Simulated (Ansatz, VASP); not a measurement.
# Hf3As4 in VASP and in Ansatz

File INCAR:

```
SYSTEM = Hf3As4
PREC = Accurate ; ENCUT = 600
EDIFF = 1E-6 ; ISMEAR = 0
SIGMA = 0.02 ; LREAL = .FALSE.
LASPH = .TRUE. ; NELM = 100
ALGO = Normal ; ISIF = 3
LWAVE = .FALSE. ; LCHARG = .FALSE.
GGA = PE ; IBRION = 2
NSW = 100 ; EDIFFG = -0.01
```

KPOINTS

```
regular mesh
0
G
  6 6 6
  0 0 0
```

The input POSCAR:

```
Hf3As4
1.0
    5.8636031430      0.0000000000      0.0000000000
    0.0000000000      5.8636031430      0.0000000000
    0.0000000000      0.0000000000      5.8636031430
Hf As
3 4
Direct
    0.0000000000      0.0000000000      0.5000000000
    0.5000000000      0.0000000000      0.0000000000
    0.0000000000      0.5000000000      0.0000000000
    0.2664796547      0.7335203453      0.2664796547
    0.7335203453      0.2664796547      0.2664796547
    0.2664796547      0.2664796547      0.7335203453
    0.7335203453      0.7335203453      0.7335203453
```

Input for Ansatz:

```yaml
crystal:
  lattice:
    - [5.863603143, 0.0, 0.0]
    - [0.0, 5.863603143, 0.0]
    - [0.0, 0.0, 5.863603143]
  atoms:
    - { symbol: Hf, position: [0.0, 0.0, 0.5] }
    - { symbol: Hf, position: [0.5, 0.0, 0.0] }
    - { symbol: Hf, position: [0.0, 0.5, 0.0] }
    - { symbol: As, position: [0.2664796547, 0.7335203453, 0.2664796547] }
    - { symbol: As, position: [0.7335203453, 0.2664796547, 0.2664796547] }
    - { symbol: As, position: [0.2664796547, 0.2664796547, 0.7335203453] }
    - { symbol: As, position: [0.7335203453, 0.7335203453, 0.7335203453] }
basis:
  ecutwfc: 420
kpoints:
  mp_grid: { grid: [6, 6, 6] }
hamiltonian:
  xc: pbe
scf:
  occupations: { method: gaussian, width: 0.02 }
output:
  forces: true
  stress: true
  eigenvalues: true
relax:
  adjacent_minimum: "off"
  f_tol: 0.01
  max_steps: 80
  cell: { stress_tol: 0.05 }
```

Change from the starting cell: species swapped into the Sn3As4 type (P-43m, No. 215).

Alike in both runs: task relaxation of cell and atoms; functional PBE; k mesh 6 × 6 × 6; occupations gaussian, width 0.02 eV; no spin polarisation.

|  | VASP | Ansatz |
| --- | --- | --- |
| version | VASP 6.6.1 | Ansatz 0.2.0 |
| potentials or method | VASP PAW PBE potentials, release 64 (Hf_pv, As) | scalar-relativistic, plane waves, PAW |
| plane-wave cutoff (eV) | 600 | 420 |
| valence electrons in the cell | 50 | 138 |

```csv
,VASP,Ansatz,Ansatz less VASP
"gap on the k mesh at the Fermi level, each at its own relaxed structure (eV)",1.06,1.07,+0.004
relaxed volume (Å³/atom),28.78,28.85,+0.067
relaxed cell length with the largest relative difference (Å),5.862,5.867,+0.0045
```

The two sets of potentials don't hold the same shells in valence.

Caveats: spin-orbit coupling is left out, which moves the levels of the heavy elements. A k mesh can miss the band edges.
